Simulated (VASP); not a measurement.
**Zr (Zirconium): cell size and functional**

Which functional gives which lattice for Zr (Zirconium)? The starting structure is a measured crystal structure from the Crystallography Open Database.

Calculated with VASP 6.6.1; Kohn-Sham DFT with plane waves and PAW; PBEsol, r2SCAN, PBE and LDA.

### Step 1. Set-up

Symmetry: P6_3/mmc, No. 194, hexagonal system. The conventional cell has a = 3.232 Å, b = 3.232 Å, c = 5.147 Å, α = 90.00°, β = 90.00°, γ = 120.00°. Nearest to Zr lie 12 Zr at 3.18 to 3.23 Å.

### Step 2. Relaxation with PBEsol

PBEsol restores the gradient expansion of exchange and is tuned for the cells of solids. This run starts from the cell of an earlier relaxation, which isn't shown; the restart sets up the plane waves anew.

The input, INCAR:

```
SYSTEM = Zr
PREC = Accurate
ENCUT = 520
EDIFF = 1E-07
NELM = 100
ISMEAR = 1
SIGMA = 0.15
LREAL = .FALSE.
ALGO = Normal
GGA = PS
NBANDS = 18
LASPH = .TRUE.
LORBIT = 11
LWAVE = .FALSE.
LCHARG = .FALSE.
KPAR = 4
IBRION = 2
NSW = 50
ISIF = 3
EDIFFG = -0.005
```

The input, POSCAR:

```
Zr
1.0
    3.1868007642      0.0000000000      0.0000000000
   -1.5934003821      2.7598504186      0.0000000000
    0.0000000000      0.0000000000      5.1101543616
Zr
2
Direct
    0.6666666667      0.3333333333      0.7500000000
    0.3333333333      0.6666666667      0.2500000000
```

The input, KPOINTS:

```
Automatic mesh
0
Gamma
18 18 10
0 0 0
```

The projector-augmented-wave data sets are Zr_sv (PBE family, release 64).

Started as:

```bash
mpirun -np 4 vasp_std
```

The log of the run:

```text
[banner, memory and clock lines left out]
running    4 mpi-ranks, on    1 nodes
 distrk:  each k-point on    1 cores,    4 groups
 distr:  one band on    1 cores,    1 groups

 POSCAR found type information on POSCAR Zr
 POSCAR found :  1 types and       2 ions
|                                                                             |
|               ----> ADVICE to this user running VASP <----                  |
|                                                                             |
|     You enforced a specific xc type in the INCAR file but a different       |
|     [... a line on the potential file left out ...]
|     I HOPE YOU KNOW WHAT YOU ARE DOING!                                     |
|                                                                             |

 LDA part: xc-table for (Slater+PW92), standard interpolation
 POSCAR, INCAR and KPOINTS ok, starting setup
 FFT: planning ... GRIDC
 FFT: planning ... GRID_SOFT
 FFT: planning ... GRID
 WAVECAR not read
 entering main loop
       N       E                     dE             d eps       ncg     rms          rms(c)
DAV:   1     0.213953303968E+03    0.21395E+03   -0.13393E+04  7992   0.133E+03
DAV:   2    -0.301440052164E+01   -0.21697E+03   -0.21351E+03  9346   0.381E+02
DAV:   3    -0.185711197558E+02   -0.15557E+02   -0.15404E+02 14568   0.743E+01
DAV:   4    -0.189376044216E+02   -0.36648E+00   -0.36608E+00  9270   0.120E+01
DAV:   5    -0.189490694561E+02   -0.11465E-01   -0.11461E-01 12070   0.145E+00    0.161E+01
DAV:   6    -0.182895681653E+02    0.65950E+00   -0.98970E-01  8664   0.781E+00    0.646E+00
DAV:   7    -0.181570423753E+02    0.13253E+00   -0.65698E-01 11598   0.546E+00    0.115E+00
DAV:   8    -0.181612105278E+02   -0.41682E-02   -0.37175E-02 10434   0.157E+00    0.285E-01
DAV:   9    -0.181614923559E+02   -0.28183E-03   -0.16309E-03 10344   0.378E-01    0.285E-02
DAV:  10    -0.181614656901E+02    0.26666E-04   -0.48814E-05 11664   0.417E-02    0.246E-02
DAV:  11    -0.181614665445E+02   -0.85439E-06   -0.99587E-06  8762   0.369E-02    0.223E-03
DAV:  12    -0.181614665394E+02    0.51364E-08   -0.37620E-07  8478   0.422E-03
   1 F= -.18161467E+02 E0= -.18161539E+02  d E =-.181615E+02
 curvature:   0.00 expect dE= 0.000E+00 dE for cont linesearch  0.000E+00
 trial: gam= 0.00000 g(F)=  0.413E-48 g(S)=  0.688E-06 ort = 0.000E+00 (trialstep = 0.100E+01)
 search vector abs. value=  0.688E-06
 reached required accuracy - stopping structural energy minimisation
```

The job ended after 13 s (4 MPI ranks of Intel Xeon 6975P-C (Granite Rapids), shared host; peak memory 1 GiB).

The logs omit lines about the potential files and the build; timing stands in the text.

OUTCAR, selected parts (step 2):

```text
ion  position               nearest neighbor table
   1  0.667  0.333  0.750-   2 3.15   2 3.15   2 3.15   2 3.15   2 3.15   2 3.15
   2  0.333  0.667  0.250-   1 3.15   1 3.15   1 3.15   1 3.15   1 3.15   1 3.15

  LATTYP: Found a hexagonal cell.
 ALAT       =     3.1868007642
 C/A-ratio  =     1.6035374470

 Subroutine GETGRP returns: Found 24 space group operations
 (whereof 12 operations were pure point group operations)

The static configuration has the point symmetry D_3d.
 The point group associated with its full space group is D_6h.

 Found    222 irreducible k-points:

   k-points           NKPTS =    222   k-points in BZ     NKDIM =    222   number of bands    NBANDS=     18

   dimension x,y,z NGX =    24 NGY =   24 NGZ =   40
   dimension x,y,z NGXF=    48 NGYF=   48 NGZF=   80

   ENCUT  =  520.0 eV  38.22 Ry    6.18 a.u.   5.93  5.93  9.50*2*pi/ulx,y,z

   NELECT =      24.0000    total number of electrons

 k-points in reciprocal lattice and weights: Automatic mesh
   0.00000000  0.00000000  0.00000000       0.000
   0.05555556 -0.00000000  0.00000000       0.002
   0.11111111 -0.00000000  0.00000000       0.002
   0.16666667 -0.00000000  0.00000000       0.002
   0.22222222 -0.00000000  0.00000000       0.002
   0.27777778  0.00000000  0.00000000       0.002
   0.33333333  0.00000000  0.00000000       0.002
   0.38888889 -0.00000000  0.00000000       0.002
   0.44444444 -0.00000000  0.00000000       0.002
[...]
0.33333333  0.27777778  0.50000000       0.004
   0.33333333  0.33333333  0.50000000       0.001

 average (electrostatic) potential at core
       1 -73.9457       2 -73.9457

 E-fermi :   9.2756

 k-point     1 :       0.0000    0.0000    0.0000
  band No.  band energies     occupation
    ...
      6     -16.8955      2.00000
      7     -16.8830      2.00000
      8     -16.8830      2.00000
      9       3.5288      2.00000
     10       6.1210      2.00000
     11      10.1365     -0.00000
     12      10.1365     -0.00000
     13      10.2266     -0.00000
     14      10.5308     -0.00000
     15      10.8502     -0.00000
    ...

 k-point     2 :       0.0556   -0.0000    0.0000
  band No.  band energies     occupation
    ...
      6     -16.9085      2.00000
      7     -16.8999      2.00000
      8     -16.8862      2.00000
      9       3.6204      2.00000
     10       6.2062      2.00000
     11       9.8477     -0.00000
     12      10.2213     -0.00000
     13      10.3356     -0.00000
     14      10.4640     -0.00000
     15      10.7674     -0.00000
    ...

 k-point     3 :       0.1111   -0.0000    0.0000
  band No.  band energies     occupation
    ...
      6     -16.9809      2.00000
      7     -16.9131      2.00000
      8     -16.8958      2.00000
      9       3.8869      2.00000
     10       6.4459      2.00000
     11       9.4591     -0.07092
     12       9.8389     -0.00000
     13      10.4732     -0.00000
     14      10.5154     -0.00000
     15      10.7771     -0.00000
    ...

  Total        0.0030189      0.0030189      0.0032094      0.0000000      0.0000000      0.0000000
  in kB        0.1076171      0.1076171      0.1144106      0.0000000      0.0000000      0.0000000
  external PRESSURE =       0.1098816 kB  Pullay stress =       0.0000000 kB

  energy-cutoff  :      520.00
  volume of cell :       44.94
      direct lattice vectors                 reciprocal lattice vectors
     3.186800764  0.000000000  0.000000000     0.313794327  0.181169239  0.000000000
    -1.593400382  2.759850419  0.000000000     0.000000000  0.362338478  0.000000000
     0.000000000  0.000000000  5.110154362     0.000000000  0.000000000  0.195688805

 POSITION                                       TOTAL-FORCE (eV/Angst)
 -----------------------------------------------------------------------------------
      1.59340      0.91995      3.83262         0.000000      0.000000      0.000000
     -0.00000      1.83990      1.27754        -0.000000      0.000000      0.000000
 -----------------------------------------------------------------------------------
    total drift:                               -0.000000      0.000000     -0.000000

  FREE ENERGIE OF THE ION-ELECTRON SYSTEM (eV)
  ---------------------------------------------------
  free  energy   TOTEN  =       -18.1614665394 eV

  energy  without entropy=      -18.1616825088  energy(sigma->0) =      -18.16153853

 reached required accuracy - stopping structural energy minimisation

 total charge
# of ion       s       p       d       tot
------------------------------------------
    1        2.241   5.957   1.666   9.864
    2        2.241   5.957   1.666   9.864
--------------------------------------------------
tot          4.483  11.915   3.331  19.729

[... 3 further parts left out ...]
```

The PAW data sets were made with PBE, which is usual practice but a small mismatch for other functionals. The run keeps the 24 symmetry operations of its start, so it cannot find a distortion of lower symmetry.

With PBEsol the relaxed cell holds 22.472 Å³ an atom, -3.47 % against the measured cell, with a = 3.187 Å and c = 5.110 Å.

### Step 3. Relaxation with r2SCAN

r2SCAN adds the kinetic-energy density, costs more than a GGA and is run with LASPH. This run starts from the cell of an earlier relaxation, which isn't shown; the restart sets up the plane waves anew.

INCAR, as its differences from that of step 2:

```diff
@@ -9,5 +9,5 @@
 ALGO = Normal
-GGA = PS
+METAGGA = R2SCAN
+LASPH = .TRUE.
 NBANDS = 18
-LASPH = .TRUE.
 LORBIT = 11
```

The input, POSCAR:

```
Zr
1.0
    3.2454825177      0.0000000000      0.0000000000
   -1.6227412589      2.8106703079      0.0000000000
    0.0000000000      0.0000000000      5.1531205254
Zr
2
Direct
    0.6666666667      0.3333333333      0.7500000000
    0.3333333333      0.6666666667      0.2500000000
```

KPOINTS is that of step 2.

Started as:

```bash
mpirun -np 4 vasp_std
```

The log of the run:

```text
[banner, memory and clock lines left out]
running    4 mpi-ranks, on    1 nodes
[...]
[... a notice as in an earlier step ...]

 LDA part: xc-table for (None), standard interpolation
 POSCAR, INCAR and KPOINTS ok, starting setup
[...]
entering main loop
       N       E                     dE             d eps       ncg     rms          rms(c)
DAV:   1     0.186228613893E+03    0.18623E+03   -0.13801E+04  7992   0.136E+03
DAV:   2    -0.395881613350E+02   -0.22582E+03   -0.22217E+03  9482   0.394E+02
DAV:   3    -0.584290791623E+02   -0.18841E+02   -0.18660E+02 15290   0.777E+01
DAV:   4    -0.589125930134E+02   -0.48351E+00   -0.48303E+00  9246   0.141E+01
[...]
DAV:  14    -0.455015536585E+02   -0.74640E-06   -0.43671E-07  8708   0.601E-03    0.373E-04
DAV:  15    -0.455015540021E+02   -0.34361E-06   -0.39884E-08  4844   0.182E-03    0.517E-04
DAV:  16    -0.455015539049E+02    0.97216E-07   -0.10176E-08  4656   0.997E-04
   1 F= -.45501554E+02 E0= -.45502129E+02  d E =-.455016E+02
[...]
reached required accuracy - stopping structural energy minimisation
```

Wall time 51 s (4 MPI ranks); peak memory 1.1 GiB; 3.3 min of CPU time.

Parts of OUTCAR (step 3):

```text
  Total        0.0035520      0.0035520      0.0025625     -0.0000000     -0.0000000     -0.0000000
  in kB        0.1210671      0.1210671      0.0873416     -0.0000000     -0.0000000     -0.0000000
  external PRESSURE =       0.1098252 kB  Pullay stress =       0.0000000 kB

 POSITION                                       TOTAL-FORCE (eV/Angst)
 -----------------------------------------------------------------------------------
      1.62274      0.93689      3.86484         0.000000     -0.000000      0.000000
     -0.00000      1.87378      1.28828        -0.000000      0.000000      0.000000
 -----------------------------------------------------------------------------------
    total drift:                               -0.000000      0.000000     -0.000000

  FREE ENERGIE OF THE ION-ELECTRON SYSTEM (eV)
  ---------------------------------------------------
  free  energy   TOTEN  =       -45.5015539049 eV

  energy  without entropy=      -45.5032800328  energy(sigma->0) =      -45.50212928

[... 2 parts as in an earlier step ...]

[... 2 further parts left out ...]
[key lines of the parts left out:]
E-fermi :   8.9498
```

With r2SCAN the relaxed cell holds 23.503 Å³ an atom, +0.96 % against the measured cell, with a = 3.245 Å and c = 5.153 Å. That is +4.59 % from PBEsol.

### Step 4. Relaxation with PBE

PBE, the usual starting point, adds the gradient of the density. This run starts from the cell of an earlier relaxation, which isn't shown; the restart sets up the plane waves anew.

INCAR, as its differences from that of step 3:

```diff
@@ -9,5 +9,5 @@
 ALGO = Normal
-METAGGA = R2SCAN
+GGA = PE
+NBANDS = 18
 LASPH = .TRUE.
-NBANDS = 18
 LORBIT = 11
```

The input, POSCAR:

```
Zr
1.0
    3.2330940704      0.0000000000      0.0000000000
   -1.6165470352      2.7999415977      0.0000000000
    0.0000000000      0.0000000000      5.1678419681
Zr
2
Direct
    0.6666666667      0.3333333333      0.7500000000
    0.3333333333      0.6666666667      0.2500000000
```

KPOINTS is that of step 3.

Started as:

```bash
mpirun -np 4 vasp_std
```

The log of the run:

```text
[banner, memory and clock lines left out]
running    4 mpi-ranks, on    1 nodes
[...]
LDA part: xc-table for (Slater+PW92), standard interpolation
 POSCAR, INCAR and KPOINTS ok, starting setup
[...]
entering main loop
       N       E                     dE             d eps       ncg     rms          rms(c)
DAV:   1     0.216951190453E+03    0.21695E+03   -0.13374E+04  8000   0.132E+03
DAV:   2    -0.209639708517E+01   -0.21905E+03   -0.21568E+03  9438   0.382E+02
DAV:   3    -0.173631743617E+02   -0.15267E+02   -0.15125E+02 14462   0.736E+01
DAV:   4    -0.177461205334E+02   -0.38295E+00   -0.38259E+00  9412   0.122E+01
[...]
DAV:  10    -0.170402556651E+02    0.46015E-04   -0.50155E-05 10998   0.430E-02    0.245E-02
DAV:  11    -0.170402550978E+02    0.56734E-06   -0.10719E-05  8890   0.374E-02    0.304E-03
DAV:  12    -0.170402551817E+02   -0.83870E-07   -0.48890E-07  9410   0.458E-03
   1 F= -.17040255E+02 E0= -.17040513E+02  d E =-.170403E+02
[...]
reached required accuracy - stopping structural energy minimisation
```

Run time: 12 s. Hardware: 4 MPI ranks; peak memory 1.1 GiB; 46 s of CPU time.

From OUTCAR (step 4):

```text
  Total        0.0009797      0.0009797      0.0015420     -0.0000000     -0.0000000      0.0000000
  in kB        0.0335525      0.0335525      0.0528115     -0.0000000     -0.0000000      0.0000000
  external PRESSURE =       0.0399721 kB  Pullay stress =       0.0000000 kB

 POSITION                                       TOTAL-FORCE (eV/Angst)
 -----------------------------------------------------------------------------------
      1.61655      0.93331      3.87588         0.000000     -0.000000      0.000000
     -0.00000      1.86663      1.29196        -0.000000      0.000000      0.000000
 -----------------------------------------------------------------------------------
    total drift:                               -0.000000      0.000000     -0.000000

  FREE ENERGIE OF THE ION-ELECTRON SYSTEM (eV)
  ---------------------------------------------------
  free  energy   TOTEN  =       -17.0402551817 eV

  energy  without entropy=      -17.0410281487  energy(sigma->0) =      -17.04051284

[... 2 parts as in an earlier step ...]

[... 2 further parts left out ...]
[key lines of the parts left out:]
E-fermi :   8.9559
```

With PBE the relaxed cell holds 23.391 Å³ an atom, +0.47 % against the measured cell, with a = 3.233 Å and c = 5.168 Å. That is +4.09 % from PBEsol.

### Step 5. Relaxation with LDA

LDA, the lowest rung, knows the local density alone. This run starts from the cell of an earlier relaxation, which isn't shown; the restart sets up the plane waves anew.

INCAR, as its differences from that of step 4:

```diff
@@ -9,3 +9,3 @@
 ALGO = Normal
-GGA = PE
+GGA = CA
 NBANDS = 18
```

The input, POSCAR:

```
Zr
1.0
    3.1474898484      0.0000000000      0.0000000000
   -1.5737449242      2.7258061669      0.0000000000
    0.0000000000      0.0000000000      5.0817002472
Zr
2
Direct
    0.6666666667      0.3333333333      0.7500000000
    0.3333333333      0.6666666667      0.2500000000
```

KPOINTS is that of step 4.

Potentials, in the order of the species: Zr_sv (LDA family, release 64).

Started as:

```bash
mpirun -np 4 vasp_std
```

The log of the run:

```text
[banner, memory and clock lines left out]
running    4 mpi-ranks, on    1 nodes
[...]
LDA part: xc-table for (Slater(with rela. corr.)+CA(PZ))
 , standard interpolation
 POSCAR, INCAR and KPOINTS ok, starting setup
[...]
entering main loop
       N       E                     dE             d eps       ncg     rms          rms(c)
DAV:   1     0.214035097103E+03    0.21404E+03   -0.13467E+04  8000   0.134E+03
DAV:   2    -0.347412070772E+01   -0.21751E+03   -0.21392E+03  9324   0.385E+02
DAV:   3    -0.188973602681E+02   -0.15423E+02   -0.15271E+02 14488   0.746E+01
DAV:   4    -0.192685221704E+02   -0.37116E+00   -0.37094E+00  9356   0.121E+01
[...]
DAV:  10    -0.185828161277E+02    0.14667E-04   -0.39890E-05 11796   0.403E-02    0.243E-02
DAV:  11    -0.185828169623E+02   -0.83458E-06   -0.83645E-06  8698   0.341E-02    0.214E-03
DAV:  12    -0.185828168866E+02    0.75717E-07   -0.32432E-07  8048   0.398E-03
   1 F= -.18582817E+02 E0= -.18582807E+02  d E =-.185828E+02
[...]
reached required accuracy - stopping structural energy minimisation
```

Run time: 11 s. Hardware: 4 MPI ranks; peak memory 0.96 GiB; 43 s of CPU time.

Parts of OUTCAR (step 5):

```text
  Total        0.0056755      0.0056755      0.0006290      0.0000000      0.0000000      0.0000000
  in kB        0.2085690      0.2085690      0.0231147      0.0000000      0.0000000      0.0000000
  external PRESSURE =       0.1467509 kB  Pullay stress =       0.0000000 kB

 POSITION                                       TOTAL-FORCE (eV/Angst)
 -----------------------------------------------------------------------------------
      1.57374      0.90860      3.81128        -0.000000     -0.000000      0.000000
     -0.00000      1.81720      1.27043         0.000000      0.000000      0.000000
 -----------------------------------------------------------------------------------
    total drift:                               -0.000000      0.000000     -0.000000

  FREE ENERGIE OF THE ION-ELECTRON SYSTEM (eV)
  ---------------------------------------------------
  free  energy   TOTEN  =       -18.5828168866 eV

  energy  without entropy=      -18.5827861975  energy(sigma->0) =      -18.58280666

[... 2 parts as in an earlier step ...]

[... 2 further parts left out ...]
[key lines of the parts left out:]
E-fermi :   9.5575
```

With LDA the relaxed cell holds 21.799 Å³ an atom, -6.36 % against the measured cell, with a = 3.147 Å and c = 5.082 Å. That is -3.00 % from PBEsol.

### Step 6. Comparison

```tsv
level	volume (Å³/atom)	against the measured cell (%)	a (Å)	c (Å)	pressure left (GPa)	core minutes
PBEsol	22.472	-3.47	3.1868	5.1102	0.01	6.19
r2SCAN	23.503	0.96	3.2455	5.1531	0.01	15.2
PBE	23.391	0.47	3.2331	5.1678	0.0	3.61
LDA	21.799	-6.36	3.1475	5.0817	0.01	5.85
```

Core minutes are wall time times ranks, summed over the relaxations behind a row (those for a bulk modulus apart), on shared hosts.

### Step 7. Summary of results

```yaml
volume_pbesol: 22.47 Å³/atom
volume_r2scan: 23.50 Å³/atom
volume_pbe: 23.39 Å³/atom
volume_lda: 21.80 Å³/atom
```

In words: Across 4 levels the volume of Zr (Zirconium) spans 7.8 %, from 21.80 Å³ an atom (LDA) to 23.50 Å³ (r2SCAN). Against the measured volume of the starting structure, PBE comes nearest (+0.5 %) and LDA lies farthest (-6.4 %). The measured cell holds zero-point expansion and, unless it was taken cold, thermal expansion, which the runs lack, so small differences decide nothing. All runs keep the symmetry of the start, so they can't find a distortion of lower symmetry.

[Lines on the potential files, build, host, timing and source positions are cut from VASP's logs without a mark.]

[Logs are printed without paths, hosts, clocks, repeated set-up lines and the standing remarks that a program may print on its own settings, such as how far it seeks lower states.]

[Hosts, paths, dates, database ids (printed as entryN), source tags and the programs' standing remarks are cut or masked in the printed files.]
